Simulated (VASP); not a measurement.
Wanted: the native input for a VASP 6.6.1 run.

| Item | Value |
| --- | --- |
| Task | band structure |
| Functional | RPBE |
| Potentials or basis | VASP PAW PBE potentials, release 64 (Hf_pv, Pd, Se, Br, O) |
| Cutoff | 520 eV |
| k mesh | 5 × 5 × 4 |
| Occupations | fermi-dirac, width 0.05 eV |
| Spin | no spin polarisation |
| Further INCAR settings | ALGO = Normal; EDIFF = 1e-07; NBANDS = 53 |

Crystal: Hf2Pd2Se2Br2O3.

```
Hf Pd Se Br O
1.0
     5.79894    0.00901   -0.00311
    -0.52693    5.93130    0.05188
    -1.49512   -0.92141    6.74440
Hf Pd Se Br O
2 2 2 2 3
Direct
  0.74674 0.39540 0.35266
  0.28630 0.45460 0.59069
  0.90733 0.13677 0.84958
  0.25443 0.90226 0.35838
  0.63113 0.40173 0.93884
  0.62527 0.77757 0.52950
  0.85622 0.99698 0.15466
  0.22123 0.81398 0.85742
  0.96174 0.29095 0.58875
  0.43553 0.24835 0.41248
  0.07409 0.58139 0.36705
```

The cell was built by a generator and needn't be a form met in nature.

The input as run:

POSCAR

```
Hf2Pd2Se2Br2O3                          
1.0
    5.7989374328      0.0090122775     -0.0031131321
   -0.5269312038      5.9312997889      0.0518754510
   -1.4951176346     -0.9214127778      6.7443956533
  Hf              Pd              Se              Br              O             
     2     2     2     2     3
Direct
     0.7467414999192249    0.3954049231149766    0.3526649234629688
     0.2863023128516722    0.4546010783393514    0.5906890947452534
     0.9073315880416140    0.1367719015475941    0.8495839214238046
     0.2544251281607138    0.9022649405752584    0.3583791785099229
     0.6311270989743227    0.4017326091624165    0.9388387752118992
     0.6252687577038248    0.7775738365011678    0.5294979771896899
     0.8562217307777277    0.9969796273419665    0.1546588708526126
     0.2212315169767108    0.8139765709790128    0.8574194560654910
     0.9617377593018184    0.2909542625523145    0.5887524281554141
     0.4355328989898506    0.2483522513387986    0.4124849017567177
     0.0740897083025231    0.5813879985471497    0.3670504726262184
```

INCAR.step1

```
SYSTEM = Hf2Pd2Se2Br2O3
ALGO     = Normal         ! electronic algorithm
EDIFF    = 1E-7           ! SCF threshold, eV
ENCUT    = 520            ! plane-wave cutoff, eV
GGA      = RP             ! functional
ISIF     = 2              ! what is computed and relaxed
ISMEAR   = -1             ! smearing method
KPAR     = 4            
LASPH    = .True.         ! aspherical terms in the spheres
LCHARG   = .True.         ! write CHGCAR
LMAXMIX  = 4              ! l up to which the mixer works
LREAL    = .False.        ! projectors in reciprocal space
LWAVE    = .False.        ! write WAVECAR
NBANDS   = 53             ! bands
NELM     = 80             ! most SCF steps
PREC     = Accurate       ! precision mode
SIGMA    = 0.05           ! smearing width, eV
```

KPOINTS.step1

```
k-points
0
Gamma
  5 5 4
  0 0 0
```

INCAR.step2

```
SYSTEM = Hf2Pd2Se2Br2O3
ALGO     = Normal         ! electronic algorithm
EDIFF    = 1E-7           ! SCF threshold, eV
ENCUT    = 520            ! plane-wave cutoff, eV
GGA      = RP             ! functional
ICHARG   = 11             ! starting density
ISIF     = 2              ! what is computed and relaxed
ISMEAR   = 0              ! smearing method
KPAR     = 4            
LASPH    = .True.         ! aspherical terms in the spheres
LCHARG   = .False.        ! write CHGCAR
LMAXMIX  = 4              ! l up to which the mixer works
LREAL    = .False.        ! projectors in reciprocal space
LWAVE    = .False.        ! write WAVECAR
NBANDS   = 53             ! bands
NELM     = 80             ! most SCF steps
PREC     = Accurate       ! precision mode
SIGMA    = 0.05           ! smearing width, eV
```

KPOINTS.step2

```
path XGY,LGZ,NGM,RG
20
line-mode
reciprocal
 0.5000000000  0.0000000000  0.0000000000  X
 0.0000000000  0.0000000000  0.0000000000  G

 0.0000000000  0.0000000000  0.0000000000  G
 0.0000000000 -0.5000000000  0.0000000000  Y

 0.5000000000 -0.5000000000  0.0000000000  L
 0.0000000000  0.0000000000  0.0000000000  G

 0.0000000000  0.0000000000  0.0000000000  G
 0.0000000000  0.5000000000 -0.5000000000  Z

 0.5000000000  0.5000000000 -0.5000000000  N
 0.0000000000  0.0000000000  0.0000000000  G

 0.0000000000  0.0000000000  0.0000000000  G
 0.0000000000  0.0000000000 -0.5000000000  M

 0.5000000000  0.0000000000 -0.5000000000  R
 0.0000000000  0.0000000000  0.0000000000  G
```

Potentials or basis: VASP PAW PBE potentials, release 64 (Hf_pv, Pd, Se, Br, O).

Launch:

```console
$ cat potpaw_PBE.64/Hf_pv/POTCAR potpaw_PBE.64/Pd/POTCAR potpaw_PBE.64/Se/POTCAR potpaw_PBE.64/Br/POTCAR potpaw_PBE.64/O/POTCAR > POTCAR
$ cp INCAR.step1 INCAR
$ cp KPOINTS.step1 KPOINTS
$ mpirun -np 4 vasp_std > vasp.out
$ cp INCAR.step2 INCAR
$ cp KPOINTS.step2 KPOINTS
$ mpirun -np 4 vasp_std > vasp.out
```

Results of the run:

* Band gap on the k mesh: 0.22 eV, indirect (least direct gap 0.41 eV)
* Band gap along the path: 0.22 eV, indirect (least direct gap 0.29 eV)

Caveat: the log is that of the step along the path at fixed density, whose energy, stress, charges and moments have no meaning; spin-orbit coupling is left out, which moves the levels of the heavy elements.

Wall time 15 min on 4 MPI ranks on Intel(R) Xeon(R) Platinum 8375C CPU @ 2.90GHz (Ice Lake), with other jobs on the host, peak memory 1.5 GiB a rank.
